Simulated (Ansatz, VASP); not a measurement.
**Zn16Si25P6O81 (glassy 57SiO2-36ZnO-7P2O5 (mol %)) in two plane-wave programs**

Aim: how closely do two programs agree when they are given the same cell, functional and k mesh? Of the first pair: The structure shown is the start of the Ansatz relaxation below; VASP solves that cell, so the two are compared at the walk's first step.

Main program and level: Ansatz 0.2.0; plane waves, with VASP 6.6.1 beside it; single point at revPBE.

## (1) The structure

The cell holds 128 atoms: 25 Si, 16 Zn, 6 P and 81 O. Its edges and angles: a = 12.518 Å, b = 12.222 Å, c = 12.201 Å, α = 90.0°, β = 89.6°, γ = 92.9°. As first built, before any earlier steps moved the atoms (in the runner's words): 128 atoms (25 Si, 16 Zn, 6 P, 81 O) placed at random at 2.93 g/cm^3, melted at 4000 K for 10 ps at fixed volume with the Morse and Coulomb pair potential with partial charges (Pedone, Malavasi, Menziani, Cormack and Segre, J. Phys. Chem. B 110, 11780 (2006)). Quenched from 4000 K to 300 K at 25 K/ps and fixed volume, held 10 ps at zero pressure.

## (2) Ansatz: relaxation, revPBE

Ansatz runs on its default PAW (the set named soft_2) files.

The two programs are compared at the cell with which this relaxation starts, whose forces are those of its first step.

File input.yaml:

```yaml
crystal:
  lattice:
    - [12.51447, -0.31392, 0.04456]
    - [-0.31392, 12.21825, -0.00443]
    - [0.04456, -0.00443, 12.20138]
  atoms:
    - { symbol: Si, position: [0.95073, 0.53271, 0.51836] }
    - { symbol: Si, position: [0.45007, 0.19539, 0.42457] }
    - { symbol: Si, position: [0.79658, 0.83307, 0.98097] }
    - { symbol: Si, position: [0.93365, 0.77863, 0.44229] }
    - { symbol: Si, position: [0.17629, 0.78166, 0.47942] }
    - { symbol: Si, position: [0.63981, 0.20329, 0.24314] }
    - { symbol: Si, position: [0.56251, 0.30906, 0.63606] }
    - { symbol: Si, position: [0.68531, 0.09426, 0.71979] }
    - { symbol: Si, position: [0.48031, 0.92437, 0.74802] }
    - { symbol: Si, position: [0.10198, 0.21659, 0.08435] }
    - { symbol: Si, position: [0.09487, 0.09248, 0.72986] }
    - { symbol: Si, position: [0.32117, 0.0934, 0.84048] }
    - { symbol: Si, position: [0.52547, 0.07742, 0.08071] }
    - { symbol: Si, position: [0.03669, 0.8799, 0.88236] }
    - { symbol: Si, position: [0.87989, 0.49312, 0.09665] }
    - { symbol: Si, position: [0.47867, 0.51532, 0.77679] }
    - { symbol: Si, position: [0.02942, 0.30176, 0.83849] }
    - { symbol: Si, position: [0.1426, 0.54972, 0.36759] }
    - { symbol: Si, position: [0.19937, 0.98057, 0.05028] }
    - { symbol: Si, position: [0.16734, 0.73652, 0.73958] }
    - { symbol: Si, position: [0.08442, 0.13032, 0.48289] }
    - { symbol: Si, position: [0.13466, 0.48059, 0.684] }
    - { symbol: Si, position: [0.86156, 0.23048, 0.14163] }
    - { symbol: Si, position: [0.90866, 0.80936, 0.19691] }
    - { symbol: Si, position: [0.73493, 0.08249, 0.95778] }
    - { symbol: Zn, position: [0.75963, 0.87294, 0.59654] }
    - { symbol: Zn, position: [0.26999, 0.9947, 0.3271] }
    - { symbol: Zn, position: [0.30246, 0.35402, 0.24699] }
    - { symbol: Zn, position: [0.68768, 0.56217, 0.26087] }
    - { symbol: Zn, position: [0.83253, 0.13599, 0.50789] }
[... 92 atom lines left out ...]
    - { symbol: O, position: [0.87842, 0.87935, 0.5025] }
    - { symbol: O, position: [0.60759, 0.12566, 0.97504] }
    - { symbol: O, position: [0.09164, 0.0572, 0.59914] }
    - { symbol: O, position: [0.57081, 0.76299, 0.04036] }
    - { symbol: O, position: [0.37722, 0.51691, 0.86188] }
    - { symbol: O, position: [0.83942, 0.51118, 0.96711] }
kpoints:
  mp_grid: { grid: [1, 1, 1] }
hamiltonian:
  xc: revpbe
scf:
  occupations: { method: fixed }
output:
  forces: true
  eigenvalues: true
  stress: true
relax:
  f_tol: 0.05
  max_steps: 70
```

Started as:

```console
> ansatz run input.yaml --threads 4 --pin off --max-ram 8192MiB --backend cpu --events-out ev --progress --plain --runs-dir out
```

Numbers of over 12 decimals in the logs are rounded to 6 here.

Output:

```text
Warning: output.stress: scf.convergence.dr2_threshold = 1e-7 eV (the SCF's general default) is looser than the 1.08e-8 eV advised for a printed stress (1e-10 eV for each atom of the cell: 128, of which 108 are counted). What an SCF threshold leaves in a stress goes as its square root, and in the free energy as the threshold itself, and one threshold admits the most on a small cell: [figures from the program's tests c [...]
Engine: ansatz 0.2.0, x86_64-unknown-linux-gnu
Pseudopotentials: kind: paw
Pseudopotential: Si, paw, valence charge 4, recommended cutoff 420 eV (normal), Si.paw.azcp
Pseudopotential: Zn, paw, valence charge 12, recommended cutoff 420 eV (normal), Zn.paw.azcp
Pseudopotential: P, paw, valence charge 5, recommended cutoff 420 eV (normal), P.paw.azcp
Pseudopotential: O, paw, valence charge 6, recommended cutoff 420 eV (normal), O.paw.azcp
Functional definition: revPBE
  parameter kappa = 1.245
  parameter beta = 0.066725
  exchange = pbe_x(kappa = kappa, mu = beta*pi^2/3)
  correlation = pbe_c(beta = beta)
Crystal: 128 atoms, lattice volume = 1864.424 Å³
Basis set: ecut = 420 eV, 36435 PW (Γ), exchange–correlation on 180×180×180 points (8 copies of the dense FFT grid, shifted against one another)
Bands: 532, of which v1, the nominal top of the filled ones, is band 404 counted from 1 (403 counted from 0)
Symmetry: 1 space group operations
Space group: P1 (ITA 1), of the structure as read, at distance tolerance 1.2e-4 Å
k-points: 1
Non-local potential: Si, projectors of the file, l = 0: 2, l = 1: 2, l = 2: 2
Non-local potential: Zn, projectors of the file, l = 0: 2, l = 1: 2, l = 2: 3, l = 3: 1
Non-local potential: P, projectors of the file, l = 0: 2, l = 1: 2, l = 2: 2
Non-local potential: O, projectors of the file, l = 0: 2, l = 1: 2, l = 2: 1
PAW form: soft (Blöchl's): semilocal exchange-correlation on the pseudo side does not see the compensation charge
PAW frozen core: Si, regenerated for the run's functional, and the local potential with it (the file was generated under x = pbe(κ = 0.804, μ = 0.219515), c = pbe(β = 0.066725))
PAW frozen core: Zn, regenerated for the run's functional, and the local potential with it (the file was generated under x = pbe(κ = 0.804, μ = 0.219515), c = pbe(β = 0.066725))
PAW frozen core: P, regenerated for the run's functional, and the local potential with it (the file was generated under x = pbe(κ = 0.804, μ = 0.219515), c = pbe(β = 0.066725))
PAW frozen core: O, regenerated for the run's functional, and the local potential with it (the file was generated under x = pbe(κ = 0.804, μ = 0.219515), c = pbe(β = 0.066725))
PAW one-centre angular grid: Si, 110 points (default); XC on 64 Gauss nodes
PAW one-centre angular grid: Zn, 590 points (default); XC on 64 Gauss nodes
PAW one-centre angular grid: P, 110 points (default); XC on 64 Gauss nodes
PAW one-centre angular grid: O, 110 points (default); XC on 64 Gauss nodes
Initial density: superposition of atomic densities (neutral atoms: chi_scale 0, normalization atom), corrected by the library's trained network
Initial wavefunctions: pseudopotential atomic-orbital guess
Functional: x = revpbe(κ = 1.245, μ = 0.219515), c = pbe(β = 0.066725)
SCF iter   1: F=—  HF=-119819.853427 eV  |F-HF|=—  |Δ(HF+E_count)|=         —  Δρ=3.85e-3  dr2=2.86e-1  ethr=1.77e-3  ⟨swp⟩=5.0  Hψ=2040  notcnv=0  defer=124
preconditioner: auto → Resta (q_TF=auto, 2.373 Å⁻¹)  ε∞=3.7  [insulator: Δε(μ)=2.946 eV  Ē_g=14.881 eV  n_scr=438 (ndim 8)  ℏωp=24.4 eV  f_vac=0.192  ε∞_Penn≈3.7]
SCF iter   2: F=—  HF=-119819.808299 eV  |F-HF|=—  |Δ(HF+E_count)|=   4.51e-2  Δρ=1.81e-3  dr2=5.67e-2  ethr=3.54e-5  ⟨swp⟩=3.0  Hψ=940  notcnv=0  defer=126
SCF iter   3: F=—  HF=-119819.812597 eV  |F-HF|=—  |Δ(HF+E_count)|=   4.30e-3  Δρ=9.56e-4  dr2=2.01e-2  ethr=7.01e-6  ⟨swp⟩=3.0  Hψ=740  notcnv=0  defer=126
[...]
- { symbol: Si, position: [0.135161, 0.483028, 0.683680] }
    - { symbol: Si, position: [0.861120, 0.232816, 0.137737] }
    - { symbol: Si, position: [0.908227, 0.808686, 0.199578] }
    - { symbol: Si, position: [0.736295, 0.082111, 0.956661] }
    - { symbol: Zn, position: [0.760910, 0.871911, 0.597359] }
    - { symbol: Zn, position: [0.265769, 0.993223, 0.328503] }
    - { symbol: Zn, position: [0.301416, 0.352444, 0.247448] }
    - { symbol: Zn, position: [0.683342, 0.562217, 0.260029] }
    - { symbol: Zn, position: [0.830993, 0.140752, 0.513236] }
    - { symbol: Zn, position: [0.330037, 0.657430, 0.879695] }
    - { symbol: Zn, position: [0.350533, 0.248314, 0.024791] }
    - { symbol: Zn, position: [0.298621, 0.771272, 0.152876] }
    - { symbol: Zn, position: [0.539557, 0.713942, 0.598435] }
    - { symbol: Zn, position: [0.343957, 0.570557, 0.547835] }
    - { symbol: Zn, position: [0.625278, 0.624219, 0.982622] }
    - { symbol: Zn, position: [0.242132, 0.340272, 0.478637] }
    - { symbol: Zn, position: [0.562849, 0.285544, 0.881177] }
    - { symbol: Zn, position: [0.422166, 0.916140, 0.483738] }
    - { symbol: Zn, position: [0.726661, 0.651903, 0.767137] }
    - { symbol: Zn, position: [0.000759381, 0.022314, 0.317035] }
    - { symbol: P, position: [0.812314, 0.434077, 0.862774] }
    - { symbol: P, position: [0.484471, 0.832066, 0.987727] }
    - { symbol: P, position: [0.532629, 0.400402, 0.117666] }
    - { symbol: P, position: [0.078665, 0.637894, 0.136170] }
    - { symbol: P, position: [0.481112, 0.720256, 0.345740] }
    - { symbol: P, position: [0.737222, 0.390657, 0.476171] }
    - { symbol: O, position: [0.603315, 0.507787, 0.103440] }
    - { symbol: O, position: [0.286007, 0.026451, 0.957210] }
    - { symbol: O, position: [0.010291, 0.535237, 0.092370] }
    - { symbol: O, position: [0.281576, 0.771991, 0.794239] }
    - { symbol: O, position: [0.762250, 0.107980, 0.826434] }
    - { symbol: O, position: [0.395739, 0.200654, 0.875809] }
    - { symbol: O, position: [0.773451, 0.209117, 0.240067] }
    - { symbol: O, position: [0.370786, 0.777757, 0.00510826] }
    - { symbol: O, position: [0.426731, 0.144362, 0.110432] }
    - { symbol: O, position: [0.141724, 0.068674, 0.382153] }
    - { symbol: O, position: [0.511352, 0.841422, 0.376780] }
    - { symbol: O, position: [0.880483, 0.751663, 0.319456] }
    - { symbol: O, position: [0.807326, 0.513276, 0.766748] }
    - { symbol: O, position: [0.749118, 0.047678, 0.612894] }
    - { symbol: O, position: [0.235560, 0.459104, 0.597750] }
    - { symbol: O, position: [0.693676, 0.440341, 0.373773] }
    - { symbol: O, position: [0.949224, 0.934827, 0.208475] }
    - { symbol: O, position: [0.715494, 0.356753, 0.885625] }
    - { symbol: O, position: [0.865472, 0.362663, 0.111658] }
    - { symbol: O, position: [0.926410, 0.659395, 0.515838] }
    - { symbol: O, position: [0.166402, 0.782560, 0.610972] }
    - { symbol: O, position: [0.959655, 0.114311, 0.442357] }
    - { symbol: O, position: [0.445546, 0.664652, 0.462698] }
    - { symbol: O, position: [0.810687, 0.798320, 0.111223] }
[...]
- { symbol: O, position: [0.065160, 0.777250, 0.804778] }
    - { symbol: O, position: [0.061952, 0.807163, 0.420725] }
    - { symbol: O, position: [0.877929, 0.873362, 0.502733] }
    - { symbol: O, position: [0.609216, 0.122542, 0.973610] }
    - { symbol: O, position: [0.091628, 0.060700, 0.606434] }
    - { symbol: O, position: [0.567633, 0.761921, 0.036352] }
    - { symbol: O, position: [0.382639, 0.518383, 0.856769] }
    - { symbol: O, position: [0.837262, 0.511051, 0.967212] }
```

The column dr2 measures how far the density is from self-consistency, as an energy; F and HF (Harris–Foulkes) agree once it is small.

## (3) VASP: single point, revPBE, start cell, pair 1

The same cell, functional and mesh now go to VASP, with its own data sets.

Lines of VASP's logs that name or quote its potential files are left out, and so is its time.

File INCAR:

```
SYSTEM = Zn16Si25P6O81
PREC = Accurate
ENCUT = 520
EDIFF = 1E-06
NELM = 120
ISMEAR = 0
SIGMA = 0.01
LREAL = Auto
ALGO = Normal
GGA = RE
NBANDS = 496
LORBIT = 11
LWAVE = .FALSE.
LCHARG = .FALSE.
ISIF = 2
LASPH = .TRUE.
GGA_COMPAT = .FALSE.
EFERMI = MIDGAP
NCORE = 4
```

File POSCAR:

```
Zn16Si25P6O81
1.0
   12.5144700000     -0.3139200000      0.0445600000
   -0.3139200000     12.2182500000     -0.0044300000
    0.0445600000     -0.0044300000     12.2013800000
Si Zn P O
25 16 6 81
Direct
    0.9507337818      0.5327072763      0.5183590050
    0.4500725337      0.1953935796      0.4245675785
    0.7965821991      0.8330660106      0.9809705771
    0.9336486421      0.7786262620      0.4422898009
    0.1762932765      0.7816639718      0.4794217657
    0.6398098958      0.2032882164      0.2431438606
    0.5625070828      0.3090622607      0.6360595138
    0.6853120299      0.0942624222      0.7197939969
    0.4803117226      0.9243707724      0.7480213117
    0.1019806779      0.2165930027      0.0843523641
    0.0948668264      0.0924775535      0.7298586234
    0.3211696036      0.0933967535      0.8404788991
    0.5254722589      0.0774181065      0.0807062741
    0.0366935354      0.8798991404      0.8823561670
    0.8798928730      0.4931184200      0.0966510746
    0.4786663133      0.5153196345      0.7767935672
    0.0294191176      0.3017575968      0.8384892422
    0.1426019485      0.5497181690      0.3675880031
    0.1993675394      0.9805666269      0.0502779270
    0.1673385447      0.7365217817      0.7395807840
    0.0844215889      0.1303166022      0.4828892696
    0.1346592138      0.4805927473      0.6839987453
    0.8615579985      0.2304820842      0.1416339800
    0.9086600370      0.8093564036      0.1969117885
    0.7349265153      0.0824873521      0.9577783081
    0.7596287846      0.8729405064      0.5965405608
    0.2699899329      0.9947009019      0.3271003586
    0.3024602043      0.3540230772      0.2469876928
    0.6876801095      0.5621698839      0.2608678188
    0.8325290006      0.1359930819      0.5078937757
[... 92 atom lines left out ...]
    0.8784194062      0.8793468361      0.5024966961
    0.6075926087      0.1256607875      0.9750439992
    0.0916426676      0.0572031730      0.5991428685
    0.5708127080      0.7629871969      0.0403597478
    0.3772163848      0.5169098586      0.8618763737
    0.8394182478      0.5111774982      0.9671086417
```

File KPOINTS:

```
Automatic mesh
0
Gamma
1 1 1
0 0 0
```

PAW data sets: Si, Zn, P and O (PBE family, release 64).

Started as:

```console
> mpirun -np 16 vasp_gam
```

Output:

```text
[banner, memory and clock lines left out]
running   16 mpi-ranks, on    1 nodes
[...]
|                                                                             |
|               ----> ADVICE to this user running VASP <----                  |
|                                                                             |
|     You enforced a specific xc type in the INCAR file but a different       |
|     [... a line on the potential file left out ...]
|     I HOPE YOU KNOW WHAT YOU ARE DOING!                                     |
|                                                                             |

 LDA part: xc-table for (Slater+PW92), standard interpolation
 POSCAR, INCAR and KPOINTS ok, starting setup
[...]
entering main loop
       N       E                     dE             d eps       ncg     rms          rms(c)
DAV:   1     0.130124543737E+05    0.13012E+05   -0.39964E+05   992   0.188E+03
DAV:   2     0.138810146445E+04   -0.11624E+05   -0.11158E+05  1096   0.530E+02
DAV:   3    -0.797340137150E+03   -0.21854E+04   -0.21198E+04  1080   0.239E+02
DAV:   4    -0.966362236755E+03   -0.16902E+03   -0.16724E+03  1168   0.733E+01
[...]
DAV:  20    -0.840975535967E+03   -0.41983E-05   -0.84165E-05  1416   0.290E-02    0.107E-02
DAV:  21    -0.840975536993E+03   -0.10262E-05   -0.25266E-05  1168   0.208E-02    0.741E-03
DAV:  22    -0.840975536680E+03    0.31303E-06   -0.14646E-06   736   0.109E-02
   1 F= -.84097554E+03 E0= -.84097554E+03  d E =0.000000E+00
```

From OUTCAR (step 3):

```text
  FREE ENERGIE OF THE ION-ELECTRON SYSTEM (eV)
  ---------------------------------------------------
  free  energy   TOTEN  =      -840.9755366800 eV

  energy  without entropy=     -840.9755366800  energy(sigma->0) =     -840.97553668
```

The run ends at a pressure of -4.15 GPa, with forces up to 0.78 eV/Å.

## (4) Differences

Known differences besides the potentials themselves: fixed occupations in Ansatz, narrow Gaussian smearing in VASP; the cutoff is 420 eV in Ansatz and 520 eV in VASP (PREC = Accurate, projectors in real space); Ansatz makes its cores anew for this functional, VASP keeps those of its PBE data sets. Total energies have different zeros and are not compared.

Forces on 9 of the 128 atoms, those with the largest forces and the largest differences (eV/Å; atoms numbered as in POSCAR):

```tsv
atom	Ansatz x, y, z	VASP x, y, z
O60	-0.012, -0.300, 0.552	0.009, -0.380, 0.615
O63	0.255, -0.188, 0.576	0.293, -0.231, 0.675
O65	0.473, 0.366, -0.148	0.567, 0.430, -0.172
O70	0.089, 0.144, -0.183	0.124, 0.201, -0.317
O91	-0.438, 0.181, 0.162	-0.589, 0.264, 0.214
O94	0.371, -0.169, -0.399	0.493, -0.175, -0.478
O97	-0.144, 0.512, 0.014	-0.202, 0.677, 0.017
O104	-0.542, -0.063, 0.422	-0.597, -0.084, 0.444
O126	-0.461, 0.302, -0.366	-0.542, 0.394, -0.391
```

The forces differ by 39 meV/Å r.m.s., which is 20.1 % of the r.m.s. force of 0.193 eV/Å (both taken over all components).

(Continued in part 2 of 2.)

[Lines on the potential files, build, host, timing and source positions are cut from VASP's logs without a mark.]

[Logs are printed without paths, hosts, clocks, repeated set-up lines and the standing remarks that a program may print on its own settings, such as how far it seeks lower states.]

[Hosts, paths, dates, database ids (printed as entryN), source tags and the programs' standing remarks are cut or masked in the printed files.]
